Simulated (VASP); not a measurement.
These are PBE GGA, VASP's PBE PAW potentials (set 64) (plane waves; VASP) values and carry that method's errors.

VASP input:

File KPOINTS:
```
Automatic mesh
0
G
1 1 1
0 0 0
```

POSCAR:
```
Pm
1
    3.6290010000     0.0000000000     0.0000000000
   -1.8145000000     3.1428070000     0.0000000000
    0.0000000000     0.0000000000     5.8920240000
Pm
2
Direct
  0.3240800000   0.6634820000   0.2403710000
  0.6759200000   0.3365180000   0.7596290000
```

INCAR:
```
# general
SYSTEM  = Pm
PREC    = Accurate
ENCUT   = 300
LREAL   = .FALSE.
LASPH   = .TRUE.

# electronic loop
EDIFF   = 1E-6
NELM    = 100
ALGO    = Normal
LMAXMIX = 6

# smearing
ISMEAR  = 0
SIGMA   = 0.05

# functional
GGA     = PE

# spin
ISPIN   = 2
MAGMOM  = 2*4.0

# ions
ISIF    = 2

# output
LWAVE   = .FALSE.
LCHARG  = .FALSE.
LORBIT  = 11
```

POTCAR, in this order: Pm (PBE.64 set). Program: vasp_std.

The resulting files:

### OSZICAR
```
       N       E                     dE             d eps       ncg     rms          rms(c)
DAV:   1     0.300823350167E+03    0.30082E+03   -0.94736E+03    92   0.122E+03
DAV:   2     0.264898633959E+02   -0.27433E+03   -0.26692E+03   132   0.301E+02
DAV:   3    -0.105874234982E+02   -0.37077E+02   -0.36573E+02   116   0.123E+02
DAV:   4    -0.142890390236E+02   -0.37016E+01   -0.36774E+01   184   0.363E+01
DAV:   5    -0.144388302937E+02   -0.14979E+00   -0.14792E+00   144   0.805E+00    0.317E+01
DAV:   6    -0.196590788477E+02   -0.52202E+01   -0.15212E+01   168   0.339E+01    0.145E+01
DAV:   7    -0.178517513036E+02    0.18073E+01   -0.58076E+00   168   0.202E+01    0.598E+00
DAV:   8    -0.179722287474E+02   -0.12048E+00   -0.34274E-01   147   0.432E+00    0.386E+00
DAV:   9    -0.179874405248E+02   -0.15212E-01   -0.10885E-01   168   0.257E+00    0.173E+00
DAV:  10    -0.179975386291E+02   -0.10098E-01   -0.50522E-02   168   0.160E+00    0.775E-01
DAV:  11    -0.179992884390E+02   -0.17498E-02   -0.16199E-02   176   0.995E-01    0.555E-01
DAV:  12    -0.179998107327E+02   -0.52229E-03   -0.93756E-03   160   0.607E-01    0.548E-01
DAV:  13    -0.179994029797E+02    0.40775E-03   -0.49462E-03   168   0.501E-01    0.493E-01
DAV:  14    -0.179988917456E+02    0.51123E-03   -0.29034E-03   176   0.324E-01    0.440E-01
DAV:  15    -0.179977211655E+02    0.11706E-02   -0.79957E-03   176   0.658E-01    0.276E-01
DAV:  16    -0.179985771299E+02   -0.85596E-03   -0.91813E-03   176   0.452E-01    0.251E-01
DAV:  17    -0.179988600467E+02   -0.28292E-03   -0.33855E-03   176   0.402E-01    0.154E-01
DAV:  18    -0.179990575310E+02   -0.19748E-03   -0.14165E-03   168   0.189E-01    0.125E-01
DAV:  19    -0.179990440549E+02    0.13476E-04   -0.17525E-03   176   0.247E-01    0.101E-01
DAV:  20    -0.179991270568E+02   -0.83002E-04   -0.45548E-04   160   0.168E-01    0.601E-02
DAV:  21    -0.179991845238E+02   -0.57467E-04   -0.17319E-04   160   0.138E-01    0.527E-02
DAV:  22    -0.179991939524E+02   -0.94286E-05   -0.46542E-05   176   0.757E-02    0.470E-02
DAV:  23    -0.179992062263E+02   -0.12274E-04   -0.89832E-05   176   0.100E-01    0.328E-02
DAV:  24    -0.179992095381E+02   -0.33118E-05   -0.32679E-05   168   0.508E-02    0.294E-02
DAV:  25    -0.179992138706E+02   -0.43325E-05   -0.17086E-05   120   0.327E-02    0.271E-02
DAV:  26    -0.179992150643E+02   -0.11937E-05   -0.84165E-06   120   0.187E-02    0.249E-02
DAV:  27    -0.179992182340E+02   -0.31697E-05   -0.81934E-06   112   0.254E-02    0.239E-02
DAV:  28    -0.179992183920E+02   -0.15793E-06   -0.32571E-05   176   0.586E-02    0.115E-02
DAV:  29    -0.179992204553E+02   -0.20634E-05   -0.70713E-06   136   0.240E-02    0.674E-03
DAV:  30    -0.179992212687E+02   -0.81342E-06   -0.16619E-06    88   0.181E-02
   1 F= -.17999221E+02 E0= -.17996906E+02  d E =-.463074E-02  mag=    10.0000
```

File OUTCAR:
```
------------------------ aborting loop because EDIFF is reached ----------------------------------------
  FORCE on cell =-STRESS in cart. coord.  units (eV):
  Direction    XX          YY          ZZ          XY          YZ          ZX
  --------------------------------------------------------------------------------------
  Total       10.4198579     10.4004086     -1.5398342      0.0072737     -0.0341868     -0.0939767
  in kB      248.4294474    247.9657384    -36.7126075      0.1734181     -0.8150780     -2.2405858
  external PRESSURE =     153.2275261 kB  Pullay stress =       0.0000000 kB
  volume of cell :       67.20
      direct lattice vectors                 reciprocal lattice vectors
     3.629001000  0.000000000  0.000000000     0.275557929  0.159093404  0.000000000
    -1.814500000  3.142807000  0.000000000     0.000000000  0.318186895  0.000000000
     0.000000000  0.000000000  5.892024000     0.000000000  0.000000000  0.169720965
 POSITION                                       TOTAL-FORCE (eV/Angst)
 -----------------------------------------------------------------------------------
     -0.02780      2.08520      1.41627         0.029768      0.010857     -0.066227
      1.84230      1.05761      4.47575        -0.029768     -0.010857      0.066227
 -----------------------------------------------------------------------------------
    total drift:                               -0.000000      0.000000      0.000000
  FREE ENERGIE OF THE ION-ELECTRON SYSTEM (eV)
  ---------------------------------------------------
  free  energy   TOTEN  =       -17.9992212687 eV

  energy  without entropy=      -17.9945905313  energy(sigma->0) =      -17.99690590

 total charge

# of ion       s       p       d       f       tot
--------------------------------------------------
    1        2.120   5.564   0.281   4.553  12.518
    2        2.120   5.564   0.281   4.553  12.518
--------------------------------------------------
tot          4.240  11.128   0.562   9.106  25.036

 magnetization (x)

# of ion       s       p       d       f       tot
--------------------------------------------------
    1       -0.005  -0.012   0.070   4.550   4.603
    2       -0.005  -0.012   0.070   4.550   4.603
--------------------------------------------------
tot         -0.010  -0.024   0.140   9.100   9.206
```
(Selected blocks of OUTCAR.)

### OUTCAR
```
 val. band max:        7.2144014260   @ k =   0.0000   0.0000   0.0000

 cond. band min:       7.3604491178   @ k =   0.0000   0.0000   0.0000


 Fermi energy:         7.2878038554

 spin component 1

 k-point     1 :       0.0000    0.0000    0.0000
  band No.  band energies     occupation
      1     -32.0345      1.00000
      2     -31.8927      1.00000
      3     -13.1483      1.00000
      4     -12.2203      1.00000
      5     -12.1999      1.00000
      6     -12.0570      1.00000
      7     -12.0427      1.00000
      8     -11.9311      1.00000
      9       1.9182      1.00000
     10       4.2967      1.00000
     11       5.8930      1.00000
     12       6.0177      1.00000
     13       6.5541      1.00000
     14       6.6813      1.00000
     15       6.7110      1.00000
     16       6.7249      1.00000
     17       6.7391      1.00000
     18       6.7765      1.00000
     19       7.2005      0.99321
     20       7.2144      0.98106
     21       7.3604      0.01995
     22       7.3809      0.00422
     23       7.3923      0.00156

 Fermi energy:         7.2878038554

 spin component 2

 k-point     1 :       0.0000    0.0000    0.0000
  band No.  band energies     occupation
      1     -29.9099      1.00000
      2     -29.7471      1.00000
      3     -11.5366      1.00000
      4     -10.6540      1.00000
      5     -10.6127      1.00000
      6     -10.4646      1.00000
      7     -10.4591      1.00000
      8     -10.1614      1.00000
      9       2.6142      1.00000
     10       4.8282      1.00000
     11       8.4488      0.00000
     12       8.6207      0.00000
     13       8.6484      0.00000
     14       8.9724      0.00000
     15       9.2373      0.00000
     16       9.3306      0.00000
     17       9.5250      0.00000
     18       9.5777      0.00000
     19       9.5899      0.00000
...
```

At this cut-off the stress carries a Pulay error, which pulls relaxed volumes low.

The structure was generated: Pm was put into an ordered model structure, which need not be its known phase. The cell was not relaxed at this level, atoms are displaced from their ideal sites. The k-mesh is coarse (spacing up to 2.00 per Å, 2π included), so the numbers may not be converged in it. The run is one of a series of settings (KPOINTS 1×1×1 Γ-centred mesh against the base run), some of them coarse on purpose.
